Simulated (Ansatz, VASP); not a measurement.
## AlInSb2 in two plane-wave programs

One calculation is typed for both programs; each brings its own data sets. How far apart do they land? The structure shown is the start of the Ansatz relaxation below; VASP solves that cell, so the two are compared at the walk's first step.

Main program and level: Ansatz 0.2.0; plane waves, with VASP 6.6.1 beside it; single point at PBEsol.

## Step 1: Starting point

The structure is tetragonal, space group P-4m2 (No. 115). Conventional cell: a = 4.386 Å, b = 4.386 Å, c = 6.201 Å, α = 90.00°, β = 90.00°, γ = 90.00°. Nearest to Al lie 4 Sb at 2.63 Å. Nearest to In lie 4 Sb at 2.75 Å. Sb has 2 Al at 2.63 Å and 2 In at 2.75 Å nearest. Farther neighbours are not listed.

## Step 2: Ansatz: relaxation, PBEsol

Ansatz runs on its default PAW (the set named soft_2) files.

The two programs are compared at the cell with which this relaxation starts, whose forces are those of its first step.

File input.yaml:

```yaml
crystal:
  lattice:
    - [4.3861448955, 0.0, 0.0]
    - [0.0, 4.3861448955, 0.0]
    - [0.0, 0.0, 6.2014702217]
  atoms:
    - { symbol: Al, position: [0.0, 0.0, 0.0] }
    - { symbol: In, position: [0.5, 0.5, 0.5] }
    - { symbol: Sb, position: [0.0, 0.5, 0.2334933352] }
    - { symbol: Sb, position: [0.5, 0.0, 0.7665066648] }
kpoints:
  mp_grid: { grid: [8, 8, 6] }
hamiltonian:
  xc: pbesol
scf:
  occupations: { method: gaussian, width: 0.02 }
output:
  forces: true
  stress: true
  eigenvalues: true
relax:
  adjacent_minimum: "off"
  f_tol: 0.001
  max_steps: 60
  cell: { stress_tol: 0.02, fix: [volume] }
```

Command:

```bash
ansatz run input.yaml --threads 4 --pin off --max-ram 8192MiB --backend cpu --events-out ev --progress --plain --runs-dir out
```

Numbers of over 12 decimals in the logs are rounded to 6 here.

What it wrote:

```text
Engine: ansatz 0.2.0, aarch64-unknown-linux-gnu
Pseudopotentials: kind: paw
Pseudopotential: Al, paw, valence charge 3, recommended cutoff 420 eV (normal), Al.paw.azcp
Pseudopotential: In, paw, valence charge 13, recommended cutoff 420 eV (normal), In.paw.azcp
Pseudopotential: Sb, paw, valence charge 15, recommended cutoff 420 eV (normal), Sb.paw.azcp
Functional definition: PBEsol
  exchange = pbesol_x
  correlation = pbesol_c
Crystal: 4 atoms, lattice volume = 119.306 Å³
Basis set: ecut = 420 eV, 2373 PW (Γ), exchange–correlation on 60×60×90 points (8 copies of the dense FFT grid, shifted against one another)
Bands: 28, of which v1, the nominal top of the filled ones, is band 23 counted from 1 (22 counted from 0)
Symmetry: 8 space group operations
Space group: P-4m2 (ITA 115), of the structure as read, at distance tolerance 4.9e-5 Å
k-points: 60 of 384 (time reversal used)
Non-local potential: Al, projectors of the file, l = 0: 2, l = 1: 2, l = 2: 1
Non-local potential: In, projectors of the file, l = 0: 2, l = 1: 2, l = 2: 2, l = 3: 2
Non-local potential: Sb, projectors of the file, l = 0: 2, l = 1: 2, l = 2: 2, l = 3: 2
PAW form: soft (Blöchl's): semilocal exchange-correlation on the pseudo side does not see the compensation charge
PAW frozen core: Al, regenerated for the run's functional, and the local potential with it (the file was generated under x = pbe(κ = 0.804, μ = 0.219515), c = pbe(β = 0.066725))
PAW frozen core: In, regenerated for the run's functional, and the local potential with it (the file was generated under x = pbe(κ = 0.804, μ = 0.219515), c = pbe(β = 0.066725))
PAW frozen core: Sb, regenerated for the run's functional, and the local potential with it (the file was generated under x = pbe(κ = 0.804, μ = 0.219515), c = pbe(β = 0.066725))
PAW one-centre angular grid: Al, 110 points (default); XC on 64 Gauss nodes
PAW one-centre angular grid: In, 590 points (default); XC on 64 Gauss nodes
PAW one-centre angular grid: Sb, 590 points (default); XC on 64 Gauss nodes
Initial density: superposition of atomic densities (neutral atoms: chi_scale 0, normalization atom), corrected by the library's trained network
Initial wavefunctions: pseudopotential atomic-orbital guess
Functional: x = pbesol(κ = 0.804, μ = 0.123457), c = pbesol(β = 0.046)
SCF iter   1: F=—  HF=-18866.421364 eV  |F-HF|=—  |Δ(HF+E_count)|=         —  Δρ=3.24e-3  dr2=1.90e-2  ethr=1.77e-3  ⟨swp⟩=8.2  Hψ=8532  notcnv=0
preconditioner: auto → Resta (q_TF=auto, 2.328 Å⁻¹)  ε∞=3.3  [insulator: Δε(μ)=0.748 eV  Ē_g=11.535 eV  σ=0.020 eV  W_gap=1.00  n_scr=28 (ndim 8)  ℏωp=17.3 eV  f_vac=0.041  D(μ)=0.00/eV (n_scr^D=0)  ε∞_Penn≈3.3]
SCF iter   2: F=—  HF=-18866.414374 eV  |F-HF|=—  |Δ(HF+E_count)|=   6.99e-3  Δρ=1.84e-3  dr2=5.75e-3  ethr=4.12e-5  ⟨swp⟩=2.3  Hψ=2802  notcnv=0  defer=60
SCF iter   3: F=—  HF=-18866.413657 eV  |F-HF|=—  |Δ(HF+E_count)|=   7.16e-4  Δρ=6.54e-4  dr2=4.67e-4  ethr=1.25e-5  ⟨swp⟩=2.1  Hψ=3246  notcnv=0  defer=60
SCF iter   4: F=—  HF=-18866.413489 eV  |F-HF|=—  |Δ(HF+E_count)|=   1.69e-4  Δρ=1.96e-4  dr2=8.33e-5  ethr=1.01e-6  ⟨swp⟩=2.0  Hψ=3000  notcnv=0  defer=60
SCF iter   5: F=—  HF=-18866.413517 eV  |F-HF|=—  |Δ(HF+E_count)|=   2.78e-5  Δρ=6.05e-5  dr2=5.67e-6  ethr=1.81e-7  ⟨swp⟩=3.0  Hψ=2726  notcnv=0  defer=60
SCF iter   6: F=—  HF=-18866.413520 eV  |F-HF|=—  |Δ(HF+E_count)|=   3.33e-6  Δρ=1.20e-5  dr2=2.42e-7  ethr=1.23e-8  ⟨swp⟩=2.0  Hψ=3000  notcnv=0  defer=60
SCF iter   7: F=-18866.413520 eV  HF=-18866.413520 eV  |F-HF|=7.52e-9  |Δ(HF+E_count)|=   1.81e-7  Δρ=4.63e-6  dr2=2.86e-8  ethr=2.17e-10  ⟨swp⟩=10.1  Hψ=8045  notcnv=0
SCF 1 converged in 7 iterations: F = -18866.413520 eV  dr2 = 2.86e-8
  greatest PAW one-centre occupation: 0.996 electrons in one spin orbital (limit 2), on the Sb atom at site 3 (counted from 0), in its partial waves of l = 2
relax step   1: F+E_penalty+E_count = -18866.41352003 eV  Δ(F+E_penalty+E_count) = +0.000e0 eV  max|allowed force component| = 4.128e-2 eV/Å  Δτ_max = 0.0000 Å  P = +3.444 GPa  Ω = 119.306 Å³  fix = [volume]  reactions: volume +3.444 GPa  (7 SCF iters, dr2 threshold 1.00e-7 eV, accepted)
[...]
relax step   2: F+E_penalty+E_count = -18866.41325046 eV  Δ(F+E_penalty+E_count) = +2.696e-4 eV  max|allowed force component| = 6.939e-2 eV/Å  Δτ_max = 0.0103 Å  P = +3.424 GPa  Ω = 119.306 Å³  energy of the carried Pulay correction = +6.409e-16 eV  fix = [volume]  (4 SCF iters, dr2 threshold 1.06e-7 eV, rejected (line search))
[...]
relax step   3: F+E_penalty+E_count = -18866.41369661 eV  Δ(F+E_penalty+E_count) = -1.766e-4 eV  max|allowed force component| = 4.603e-4 eV/Å  Δτ_max = 0.0040 Å  P = +3.435 GPa  Ω = 119.306 Å³  energy of the carried Pulay correction = +1.376e-15 eV  fix = [volume]  reactions: volume +3.435 GPa  (8 SCF iters, accepted)
[...]
relax step   4: F+E_penalty+E_count = -18866.41368942 eV  Δ(F+E_penalty+E_count) = +7.195e-6 eV  max|allowed force component| = 4.599e-4 eV/Å  Δτ_max = 0.0000 Å  P = +3.435 GPa  Ω = 119.306 Å³  fix = [volume]  reactions: volume +3.435 GPa  stress off target by 6.82e-3 GPa on what of the cell is left free  SCF on the basis re-selected at this cell (its energy is not comparable with the rows above)  (5 SCF iters)
basis re-selected at this cell: Δ(F+E_penalty+E_count) = +7.195e-6 eV, ΔP = +0.000 GPa vs the last step (what re-selecting the basis moved, of the pressure what is left beyond the Pulay correction that the steps carried, after the strain that the cell walked since its last selection, with what the two solves' SCF thresholds leave and, on support functions, any second-order correction that the steps lacked; it is no m [...]
SCF converged after 5 iterations
Free energy (F): -18866.413689 eV
Harris-Foulkes:  -18866.413689 eV  (|F-HF|=0.00e0)
Internal energy: -18866.413689 eV  (E = F + TS)
E sigma→0 (E₀):  -18866.413689 eV
Fermi energy:    7.784861 eV
--- Per-component energies (eV) ---
  E_band       = -447.389813
  E_kinetic    = 684.745197
  E_local      = -5158.947875  (includes V_loc(G=0)·N_el)
  E_nonlocal   = 1109.730703
  E_hartree    = 2270.682958
  E_xc         = -528.259112
  E_vxc        = -323.033267  (∫ρ·V_xc dr)
  E_paw        = -13541.738822  (= ΣΔE_a)
  E_vpaw       = -1301.250521  (= ΣTr[D̂ρ^β])
  E_aug_tail   = 0.000020  (compensation charges beyond the density's cutoff)
  E_ewald      = -3703.545515
  E_core_change = 0.918756  (= ΣΔE_core)
  E_smearing   = -0.000000  (= −TS)
  E_closure    = 0.000000  (closes the sum)
  Σ components = -18866.413689   (vs F -18866.413689, Δ=0.00e0)
--- Forces (eV/Å), atoms counted from 1 ---
  atom   1  Al     0.00000000     0.00000000     0.00000000
  atom   2  In     0.00000000     0.00000000     0.00000000
  atom   3  Sb    -0.00000000     0.00000000     0.00045986
  atom   4  Sb    -0.00000000     0.00000000    -0.00045986
  max |Σ_I F_I| component: 2.08e-17 eV/Å
--- Stress (GPa, compression-positive) ---
        3.438312      -0.000000      -0.000000
       -0.000000       3.438312       0.000000
       -0.000000       0.000000       3.428089
  P = ⅓ Tr σ = 3.4349 GPa (34.349 kbar)
--- Band table (eV; the first three rows and the last of 60) ---
  k-point 0: bands = [... 19 lower, 4.9172, 7.1620, 7.3998, 7.3998, 8.2999, 8.6348, 8.6713, 10.4284, ... 1 higher]
  k-point 1: bands = [... 19 lower, 5.0138, 6.3467, 7.0946, 7.0946, 8.3885, 8.8324, 9.3967, 10.1862, ... 1 higher]
  k-point 2: bands = [... 19 lower, 5.2867, 5.2867, 6.5018, 6.5018, 8.5131, 9.1568, 9.8350, 10.3645, ... 1 higher]
  k-point 59: bands = [... 19 lower, 4.0421, 4.2972, 4.4144, 4.4144, 11.3334, 11.3334, 11.4009, 11.6928, ... 1 higher]
--- Relaxed structure (3 steps of the walk, 2 accepted, 1 SCFs on fresh bases) ---
  F+E_penalty+E_count = -18866.41368942 eV   max|allowed force component| = 4.599e-4 eV/Å   (the final SCF, on the basis selected at the relaxed cell)
  cell:  # Å, volume = 119.3055 Å³
    - [4.388061, 0, 0]
    - [0, 4.388061, 0.0]
    - [0, 0.0, 6.196057]
  atoms:
    - { symbol: Al, position: [0, 0, 0] }
    - { symbol: In, position: [0.5, 0.5, 0.500000] }
    - { symbol: Sb, position: [0, 0.5, 0.232851] }
    - { symbol: Sb, position: [0.5, 0, 0.767149] }
```

## Step 3: VASP: single point, PBEsol, start cell, pair 1

The same cell, functional, mesh and smearing now go to VASP, with its own data sets.

Lines of VASP's logs that name or quote its potential files are left out, and so is its time.

File INCAR:

```
SYSTEM = AlInSb2
PREC = Accurate
ENCUT = 400
EDIFF = 1E-06
NELM = 120
ISMEAR = 0
SIGMA = 0.02
LREAL = .FALSE.
ALGO = Normal
GGA = PS
NBANDS = 19
LORBIT = 11
LWAVE = .FALSE.
LCHARG = .FALSE.
ISIF = 2
LASPH = .TRUE.
GGA_COMPAT = .FALSE.
EFERMI = MIDGAP
KPAR = 2
```

File POSCAR:

```
AlInSb2
1.0
    4.3861450000      0.0000000000      0.0000000000
    0.0000000000      4.3861450000      0.0000000000
    0.0000000000      0.0000000000      6.2014700000
Al In Sb
1 1 2
Direct
    0.0000000000      0.0000000000      0.0000000000
    0.4999998860      0.4999998860      0.5000000000
    0.0000000000      0.4999998860      0.2334933492
    0.4999998860      0.0000000000      0.7665066508
```

File KPOINTS:

```
Automatic mesh
0
Gamma
8 8 6
0 0 0
```

Potentials, in the order of the species: Al, In_d and Sb (PBE family, release 64).

Command:

```bash
mpirun -np 2 vasp_std
```

What it wrote:

```text
[banner, memory and clock lines left out]
running    2 mpi-ranks, on    1 nodes
 distrk:  each k-point on    1 cores,    2 groups
 distr:  one band on    1 cores,    1 groups

 POSCAR found type information on POSCAR AlInSb
 POSCAR found :  3 types and       4 ions
|                                                                             |
|               ----> ADVICE to this user running VASP <----                  |
|                                                                             |
|     You enforced a specific xc type in the INCAR file but a different       |
|     [... a line on the potential file left out ...]
|     I HOPE YOU KNOW WHAT YOU ARE DOING!                                     |
|                                                                             |

 LDA part: xc-table for (Slater+PW92), standard interpolation
 POSCAR, INCAR and KPOINTS ok, starting setup
 FFT: planning ... GRIDC
 FFT: planning ... GRID_SOFT
 FFT: planning ... GRID
 WAVECAR not read
 entering main loop
       N       E                     dE             d eps       ncg     rms          rms(c)
DAV:   1     0.148262507506E+03    0.14826E+03   -0.90321E+03  2280   0.100E+03
DAV:   2    -0.456793056925E+01   -0.15283E+03   -0.14858E+03  2464   0.260E+02
DAV:   3    -0.164278461833E+02   -0.11860E+02   -0.11688E+02  2945   0.813E+01
DAV:   4    -0.167465802292E+02   -0.31873E+00   -0.31833E+00  2752   0.152E+01
DAV:   5    -0.167610870576E+02   -0.14507E-01   -0.14506E-01  3430   0.301E+00    0.580E+00
DAV:   6    -0.165170680349E+02    0.24402E+00   -0.35368E-01  3083   0.823E+00    0.345E+00
DAV:   7    -0.164541459495E+02    0.62922E-01   -0.23015E-01  2975   0.384E+00    0.807E-01
DAV:   8    -0.164523941941E+02    0.17518E-02   -0.20862E-02  3144   0.172E+00    0.560E-01
DAV:   9    -0.164529203692E+02   -0.52618E-03   -0.20412E-03  2575   0.315E-01    0.125E-01
DAV:  10    -0.164530152801E+02   -0.94911E-04   -0.16157E-04  2964   0.997E-02    0.586E-02
DAV:  11    -0.164530359847E+02   -0.20705E-04   -0.26452E-05  2635   0.400E-02    0.128E-02
DAV:  12    -0.164530420156E+02   -0.60309E-05   -0.52330E-06  2597   0.141E-02    0.795E-03
DAV:  13    -0.164530422154E+02   -0.19971E-06   -0.76656E-07  2006   0.589E-03
   1 F= -.16453042E+02 E0= -.16453042E+02  d E =-.705234-162
```

Parts of OUTCAR (step 3):

```text
ion  position               nearest neighbor table
   1  0.000  0.000  0.000-   3 2.63   4 2.63   3 2.63   4 2.63
   2  0.500  0.500  0.500-   3 2.75   4 2.75   3 2.75   4 2.75
   3  0.000  0.500  0.233-   1 2.63   1 2.63   2 2.75   2 2.75
   4  0.500  0.000  0.767-   1 2.63   1 2.63   2 2.75   2 2.75

  LATTYP: Found a simple tetragonal cell.
 ALAT       =     4.3861450000
 C/A-ratio  =     1.4138771062

 Subroutine GETGRP returns: Found  8 space group operations
 (whereof  8 operations were pure point group operations)

The static configuration has the point symmetry D_2d.

 Found     60 irreducible k-points:

   k-points           NKPTS =     60   k-points in BZ     NKDIM =     60   number of bands    NBANDS=     19

   dimension x,y,z NGX =    30 NGY =   30 NGZ =   40
   dimension x,y,z NGXF=    60 NGYF=   60 NGZF=   80

   ENCUT  =  400.0 eV  29.40 Ry    5.42 a.u.   7.15  7.15 10.11*2*pi/ulx,y,z

   NELECT =      26.0000    total number of electrons

 k-points in reciprocal lattice and weights: Automatic mesh
   0.00000000  0.00000000  0.00000000       0.003
   0.12500000  0.00000000  0.00000000       0.010
   0.25000000  0.00000000  0.00000000       0.010
   0.37500000  0.00000000  0.00000000       0.010
   0.50000000  0.00000000  0.00000000       0.005
   0.12500000  0.12500000  0.00000000       0.010
   0.25000000  0.12500000  0.00000000       0.021
   0.37500000  0.12500000  0.00000000       0.021
   0.50000000  0.12500000  0.00000000       0.010
[...]
0.50000000  0.37500000  0.50000000       0.010
   0.50000000  0.50000000  0.50000000       0.003

 average (electrostatic) potential at core
       1 -74.9745       2 -95.6218       3 -86.4677       4 -86.4677

 E-fermi :   5.8019

 k-point     1 :       0.0000    0.0000    0.0000
  band No.  band energies     occupation
    ...
      9       2.9335      2.00000
     10       2.9335      2.00000
     11       5.1857      2.00000
     12       5.4203      2.00000
     13       5.4203      2.00000
     14       6.3354      0.00000
     15       6.6475      0.00000
     16       6.6737      0.00000
     17       8.4281      0.00000
     18       8.4281      0.00000
    ...

 k-point     2 :       0.1250    0.0000    0.0000
  band No.  band energies     occupation
    ...
      9       2.4666      2.00000
     10       3.0271      2.00000
     11       4.2366      2.00000
     12       4.9376      2.00000
     13       5.3640      2.00000
     14       6.6749      0.00000
     15       7.1167      0.00000
     16       7.4234      0.00000
     17       8.5189      0.00000
     18       8.5241      0.00000
    ...

 k-point     3 :       0.2500    0.0000    0.0000
  band No.  band energies     occupation
    ...
      9       1.8822      2.00000
     10       2.7793      2.00000
     11       3.2959      2.00000
     12       4.1336      2.00000
     13       5.1693      2.00000
     14       6.8570      0.00000
     15       7.6411      0.00000
     16       8.7343      0.00000
     17       8.8146      0.00000
     18       9.3257      0.00000
    ...

  Total        2.7070487      2.7070487      2.6667275      0.0000000      0.0000000     -0.0000000
  in kB       36.3534835     36.3534835     35.8120025      0.0000000      0.0000000     -0.0000000
  external PRESSURE =      36.1729898 kB  Pullay stress =       0.0000000 kB

  energy-cutoff  :      400.00
  volume of cell :      119.31
      direct lattice vectors                 reciprocal lattice vectors
     4.386145000  0.000000000  0.000000000     0.227990639  0.000000000  0.000000000
     0.000000000  4.386145000  0.000000000     0.000000000  0.227990639  0.000000000
     0.000000000  0.000000000  6.201470000     0.000000000  0.000000000  0.161252090

 POSITION                                       TOTAL-FORCE (eV/Angst)
 -----------------------------------------------------------------------------------
      0.00000      0.00000      0.00000        -0.000000      0.000000      0.000000
      2.19307      2.19307      3.10073         0.000000      0.000000      0.000000
      0.00000      2.19307      1.44800        -0.000000      0.000000     -0.011410
      2.19307      0.00000      4.75347        -0.000000      0.000000      0.011410
 -----------------------------------------------------------------------------------
    total drift:                                0.000322      0.000322     -0.000000

  FREE ENERGIE OF THE ION-ELECTRON SYSTEM (eV)
  ---------------------------------------------------
  free  energy   TOTEN  =       -16.4530422154 eV

  energy  without entropy=      -16.4530422154  energy(sigma->0) =      -16.45304222

 total charge
# of ion       s       p       d       tot
------------------------------------------
    1        0.417   0.366   0.000   0.783
    2        0.869   0.787   9.870  11.526
    3        1.121   1.410   0.024   2.556
    4        1.121   1.410   0.024   2.556
--------------------------------------------------
tot          3.529   3.974   9.919  17.421

[... 3 further parts left out ...]
```

The run ends at a pressure of 3.62 GPa, with forces up to 0.011 eV/Å.

## Step 4: Side by side

Known differences besides the potentials themselves: the data sets hold 46 valence electrons in Ansatz (on its default PAW (the set named soft_2) files) and 26 in VASP; the cutoff is 420 eV in Ansatz and 400 eV in VASP; Ansatz makes its cores anew for this functional, VASP keeps those of its PBE data sets. Total energies have different zeros and are not compared.

At this near-relaxed geometry the largest component of a force difference is 30 meV/Å.

## Step 5: What the set-up changes

Further runs change the set-up of one program: Ansatz's method, potentials or start, or VASP's data sets, cutoff or form of LDA. The table gives that difference for each run.

| run | r.m.s. force difference (meV/Å) |
| --- | --- |
| as above | 12 |
| VASP with a cutoff of 500 eV (perhaps on Ansatz's relaxed cell) | 12 |

## Step 6: Ansatz: relaxation, PBEsol

The two programs are compared at the cell with which this relaxation starts, whose forces are those of its first step. The cell compared in this pair holds 123.11 Å³, against 119.31 Å³ for the pair before.

The structure compared here is the start of the Ansatz relaxation; VASP solves that cell, so the two are compared at the walk's first step.

input.yaml: that of step 2 with these lines changed.

```diff
@@ -2,5 +2,5 @@
   lattice:
-    - [4.3861448955, 0.0, 0.0]
-    - [0.0, 4.3861448955, 0.0]
-    - [0.0, 0.0, 6.2014702217]
+    - [4.4323182349, 0.0, 0.0]
+    - [0.0, 4.4323182349, 0.0]
+    - [0.0, 0.0, 6.266753653]
   atoms:
```

Command:

```bash
ansatz run input.yaml --threads 4 --pin off --max-ram 8192MiB --backend cpu --events-out ev --progress --plain --runs-dir out
```

What it wrote:

```text
[...]
Crystal: 4 atoms, lattice volume = 123.113 Å³
Basis set: ecut = 420 eV, 2429 PW (Γ), exchange–correlation on 60×60×90 points (8 copies of the dense FFT grid, shifted against one another)
Bands: 28, of which v1, the nominal top of the filled ones, is band 23 counted from 1 (22 counted from 0)
Symmetry: 8 space group operations
[...]
k-points: 60 of 384 (time reversal used)
[...]
--- Relaxed structure (3 steps of the walk, 2 accepted, 1 SCFs on fresh bases) ---
[...]
cell:  # Å, volume = 123.1132 Å³
    - [4.433147, 0.0, 0]
    - [0.0, 4.433147, 0.0]
    - [0, 0.0, 6.264410]
  atoms:
    - { symbol: Al, position: [0, 0.0, 0.0] }
    - { symbol: In, position: [0.5, 0.5, 0.5] }
    - { symbol: Sb, position: [0, 0.5, 0.233192] }
    - { symbol: Sb, position: [0.5, 0.0, 0.766808] }
[key lines of the parts left out:]
SCF converged after 6 iterations
Free energy (F): -18866.472579 eV
Fermi energy:    7.355337 eV
P = ⅓ Tr σ = 1.5732 GPa (15.732 kbar)
```

[end of part 1 of 2]

[Lines on the potential files, build, host, timing and source positions are cut from VASP's logs without a mark.]

[Logs are printed without paths, hosts, clocks, repeated set-up lines and the standing remarks that a program may print on its own settings, such as how far it seeks lower states.]

[Hosts, paths, dates, database ids (printed as entryN), source tags and the programs' standing remarks are cut or masked in the printed files.]

[Rows of further runs with another cutoff or data set may stand on the cell that Ansatz relaxed, not on the start cell of the pair above them.]
